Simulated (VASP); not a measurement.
Calculation: PBE GGA, VASP's PBE PAW potentials (set 64) (plane waves; VASP).

A VASP calculation is set up with these files.

**INCAR**
```
SYSTEM = EuGe2
PREC = Accurate
ENCUT = 400
EDIFF = 1E-6
NELM = 100
ALGO = Normal
LREAL = .FALSE.
LASPH = .TRUE.
ISMEAR = 1
SIGMA = 0.1
GGA = PE
LMAXMIX = 6
LWAVE = .FALSE.
LCHARG = .FALSE.
ISIF = 2
```

KPOINTS:
```
Automatic mesh
0
Gamma
6 6 6
0 0 0
```

POSCAR:
```
EuGe2
1
    0.0000000000     3.6453330000     3.6453330000
    3.6453330000     0.0000000000     3.6453330000
    3.6453330000     3.6453330000     0.0000000000
Eu Ge
1 2
Direct
  0.0000000000   0.0000000000   0.0000000000
  0.2500000000   0.2500000000   0.2500000000
  0.7500000000   0.7500000000   0.7500000000
```

POTCAR, in this order: Eu_2 Ge_d (PBE.64 set). Program: vasp_std.

What VASP printed:

File OSZICAR:
```
       N       E                     dE             d eps       ncg     rms          rms(c)
DAV:   1     0.251184862196E+03    0.25118E+03   -0.15983E+04   704   0.271E+03
DAV:   2     0.247010273784E+02   -0.22648E+03   -0.22460E+03   906   0.610E+02
DAV:   3    -0.912347736554E+01   -0.33825E+02   -0.33633E+02   984   0.165E+02
DAV:   4    -0.106510060153E+02   -0.15275E+01   -0.15241E+01   880   0.387E+01
DAV:   5    -0.107338834756E+02   -0.82877E-01   -0.82863E-01  1068   0.972E+00    0.120E+01
DAV:   6    -0.107277741264E+02    0.61093E-02   -0.81800E-02   820   0.298E+00    0.692E+00
DAV:   7    -0.107346825649E+02   -0.69084E-02   -0.70064E-02   930   0.186E+00    0.169E-01
DAV:   8    -0.107347384605E+02   -0.55896E-04   -0.71787E-03   870   0.120E+00    0.717E-02
DAV:   9    -0.107350709403E+02   -0.33248E-03   -0.77349E-04  1112   0.253E-01    0.222E-02
DAV:  10    -0.107351158913E+02   -0.44951E-04   -0.11202E-04   878   0.128E-01    0.140E-02
DAV:  11    -0.107351277374E+02   -0.11846E-04   -0.31653E-05   820   0.436E-02    0.313E-03
DAV:  12    -0.107351287224E+02   -0.98504E-06   -0.18091E-06   634   0.105E-02
   1 F= -.10735129E+02 E0= -.10736016E+02  d E =0.266089E-02
```

OUTCAR:
```
------------------------ aborting loop because EDIFF is reached ----------------------------------------
  FORCE on cell =-STRESS in cart. coord.  units (eV):
  Direction    XX          YY          ZZ          XY          YZ          ZX
  --------------------------------------------------------------------------------------
  Total       -3.2595903     -3.2595903     -3.2595903      0.0000000      0.0000000      0.0000000
  in kB      -53.9053635    -53.9053635    -53.9053635      0.0000000      0.0000000      0.0000000
  external PRESSURE =     -53.9053635 kB  Pullay stress =       0.0000000 kB
  volume of cell :       96.88
      direct lattice vectors                 reciprocal lattice vectors
     0.000000000  3.645333000  3.645333000    -0.137161680  0.137161680  0.137161680
     3.645333000  0.000000000  3.645333000     0.137161680 -0.137161680  0.137161680
     3.645333000  3.645333000  0.000000000     0.137161680  0.137161680 -0.137161680
 POSITION                                       TOTAL-FORCE (eV/Angst)
 -----------------------------------------------------------------------------------
      0.00000      0.00000      0.00000         0.000000      0.000000      0.000000
      1.82267      1.82267      1.82267         0.000000      0.000000      0.000000
      5.46800      5.46800      5.46800        -0.000000     -0.000000     -0.000000
 -----------------------------------------------------------------------------------
    total drift:                                0.000000      0.000000      0.000000
  FREE ENERGIE OF THE ION-ELECTRON SYSTEM (eV)
  ---------------------------------------------------
  free  energy   TOTEN  =       -10.7351287224 eV

  energy  without entropy=      -10.7377896079  energy(sigma->0) =      -10.73601568
```
(Selected blocks of OUTCAR.)

The 4f electrons are frozen in the core of the lanthanide potential, so 4f levels, which can set the real gap, and their magnetism are missing.

The structure was generated: EuGe2 was put into the fluorite type (Fm-3m), which need not be its known phase. The cell was not relaxed at this level.
